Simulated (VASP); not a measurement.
Computed with r2SCAN meta-GGA, VASP's PBE PAW potentials (set 64) (plane waves; VASP).

Input for VASP

### POSCAR
```
PbF2
1
    0.0000000000     2.9591420605     3.0479163223
    2.9591420605     0.0000000000     3.0479163223
    2.9591420605     2.9591420605     0.0000000000
Pb F
1 2
Direct
  0.0000000000   0.0000000000   0.0000000000
  0.2500000000   0.2500000000   0.2500000000
  0.7500000000   0.7500000000   0.7500000000
```

INCAR:
```
# general
SYSTEM =PbF2
PREC   =Accurate
ENCUT  =600
LREAL  =F
LASPH  =T   # aspherical one-centre terms

# electronic loop
EDIFF  =1E-7   # SCF stop (eV)
NELM   =100
ALGO   =Normal   # blocked Davidson
LMAXMIX=4
LMIXTAU=T

# smearing
ISMEAR =0   # Gaussian
SIGMA  =0.05   # width (eV)

# functional
METAGGA=R2SCAN

# ions
IBRION =2   # conjugate gradients
NSW    =30
ISIF   =2   # forces and stress, cell fixed
EDIFFG =-0.01   # ionic stop

# output
LWAVE  =F
LCHARG =F
```

### KPOINTS
```
Automatic mesh
0
Gamma
6 6 6
0 0 0
```

POTCAR, in this order: Pb_d F (PBE.64 set). Program: vasp_std.

Output of the run:

File OUTCAR:
```
 ion  position               nearest neighbor table
   1  0.000  0.000  0.000-   3 2.59   3 2.59   3 2.59   2 2.59   3 2.59   2 2.59   2 2.59   2 2.59
  LATTYP: Found a body centered tetragonal cell.
 ALAT       =     4.1848588349
 C/A-ratio  =     1.4566399692
 Subroutine PRICEL returns:
 Original cell was already a primitive cell.
 Subroutine GETGRP returns: Found 16 space group operations
The static configuration has the point symmetry D_4h.
The dynamic configuration has the point symmetry D_4h.
 Subroutine INISYM returns: Found 16 space group operations
 Subroutine IBZKPT returns following result:
 Found     30 irreducible k-points:

 Following reciprocal coordinates:
            Coordinates               Weight
  0.000000  0.000000  0.000000      1.000000
  0.166667 -0.000000  0.000000      8.000000
  0.333333  0.000000  0.000000      8.000000
  0.500000  0.000000  0.000000      4.000000
  0.166667  0.166667  0.000000      2.000000
  0.333333  0.166667  0.000000      8.000000
  0.500000  0.166667  0.000000      8.000000
 -0.333333  0.166667  0.000000      8.000000
 -0.166667  0.166667  0.000000      4.000000
  0.333333  0.333333  0.000000      2.000000
  0.500000  0.333333  0.000000      8.000000
 -0.333333  0.333333  0.000000      4.000000
  0.500000  0.500000  0.000000      1.000000
  0.166667  0.000000  0.166667      4.000000
  0.333333  0.000000  0.166667     16.000000
  0.500000  0.000000  0.166667     16.000000
 -0.333333  0.000000  0.166667     16.000000
 -0.166667  0.000000  0.166667      8.000000
  0.500000  0.333333  0.166667      8.000000
 -0.333333  0.333333  0.166667     16.000000
 -0.166667  0.333333  0.166667      8.000000
 -0.333333  0.500000  0.166667      4.000000
  0.333333  0.000000  0.333333      4.000000
  0.500000  0.000000  0.333333     16.000000
...
```

OSZICAR:
```
       N       E                     dE             d eps       ncg     rms          rms(c)
DAV:   1     0.269130036374E+03    0.26913E+03   -0.16534E+04  1088   0.199E+03
DAV:   2    -0.467478277968E+02   -0.31588E+03   -0.30540E+03  1244   0.491E+02
DAV:   3    -0.791567621310E+02   -0.32409E+02   -0.31624E+02  1284   0.167E+02
DAV:   4    -0.802195693414E+02   -0.10628E+01   -0.10611E+01  1172   0.306E+01
DAV:   5    -0.802505523771E+02   -0.30983E-01   -0.30982E-01  1250   0.552E+00    0.700E+00
DAV:   6    -0.711516943063E+02    0.90989E+01   -0.62678E+00  1382   0.381E+01    0.222E+00
DAV:   7    -0.698559642504E+02    0.12957E+01   -0.14024E+00  1092   0.147E+01    0.170E+00
DAV:   8    -0.727444233420E+02   -0.28885E+01   -0.74990E-01  1084   0.101E+01    0.773E-01
DAV:   9    -0.694276932633E+02    0.33167E+01   -0.83993E-01  1082   0.857E+00    0.105E+00
DAV:  10    -0.701447392096E+02   -0.71705E+00   -0.54071E-01  1080   0.634E+00    0.171E-01
DAV:  11    -0.701288910257E+02    0.15848E-01   -0.18599E-02  1160   0.159E+00    0.302E-01
DAV:  12    -0.701305819770E+02   -0.16910E-02   -0.10518E-02  1080   0.979E-01    0.450E-01
DAV:  13    -0.701501290049E+02   -0.19547E-01   -0.24023E-02  1080   0.176E+00    0.227E-01
DAV:  14    -0.701515909266E+02   -0.14619E-02   -0.20209E-03  1080   0.461E-01    0.149E-01
DAV:  15    -0.701532122071E+02   -0.16213E-02   -0.31619E-04  1080   0.187E-01    0.159E-01
DAV:  16    -0.701531649853E+02    0.47222E-04   -0.24572E-03  1194   0.386E-01    0.199E-02
DAV:  17    -0.701534986999E+02   -0.33371E-03   -0.15219E-04  1092   0.144E-01    0.121E-02
DAV:  18    -0.701534792076E+02    0.19492E-04   -0.22252E-05  1194   0.580E-02    0.365E-03
DAV:  19    -0.701535135993E+02   -0.34392E-04   -0.86639E-06  1080   0.338E-02    0.243E-03
DAV:  20    -0.701535228039E+02   -0.92046E-05   -0.24774E-06  1080   0.221E-02    0.178E-03
DAV:  21    -0.701535240784E+02   -0.12745E-05   -0.13144E-06  1084   0.133E-02    0.919E-04
DAV:  22    -0.701535242042E+02   -0.12579E-06   -0.43364E-07  1090   0.522E-03    0.168E-03
DAV:  23    -0.701535242926E+02   -0.88461E-07   -0.99805E-08   844   0.334E-03
   1 F= -.70153524E+02 E0= -.70153524E+02  d E =-.701535E+02
```

OUTCAR:
```
------------------------ aborting loop because EDIFF is reached ----------------------------------------
  FORCE on cell =-STRESS in cart. coord.  units (eV):
  Direction    XX          YY          ZZ          XY          YZ          ZX
  --------------------------------------------------------------------------------------
  Total       -0.5465726     -0.5465726     -1.0920508      0.0000000     -0.0000000      0.0000000
  in kB      -16.4056629    -16.4056629    -32.7784773      0.0000000     -0.0000000      0.0000000
  external PRESSURE =     -21.8632677 kB  Pullay stress =       0.0000000 kB
  volume of cell :       53.38
      direct lattice vectors                 reciprocal lattice vectors
     0.000000000  2.959142061  3.047916322    -0.168967893  0.168967893  0.164046498
     2.959142061  0.000000000  3.047916322     0.168967893 -0.168967893  0.164046498
     2.959142061  2.959142061  0.000000000     0.168967893  0.168967893 -0.164046498
 POSITION                                       TOTAL-FORCE (eV/Angst)
 -----------------------------------------------------------------------------------
      0.00000      0.00000      0.00000        -0.000000      0.000000      0.000000
      1.47957      1.47957      1.52396         0.000000     -0.000000     -0.000000
      4.43871      4.43871      4.57187         0.000000     -0.000000      0.000000
 -----------------------------------------------------------------------------------
    total drift:                                0.000000      0.000000      0.000000
  FREE ENERGIE OF THE ION-ELECTRON SYSTEM (eV)
  ---------------------------------------------------
  free  energy   TOTEN  =       -70.1535242926 eV

  energy  without entropy=      -70.1535242926  energy(sigma->0) =      -70.15352429

 reached required accuracy - stopping structural energy minimisation
```
(Selected blocks of OUTCAR.)

The compound is PbF2 in the fluorite structure, the β form. This cell was strained or had an atom moved on purpose.
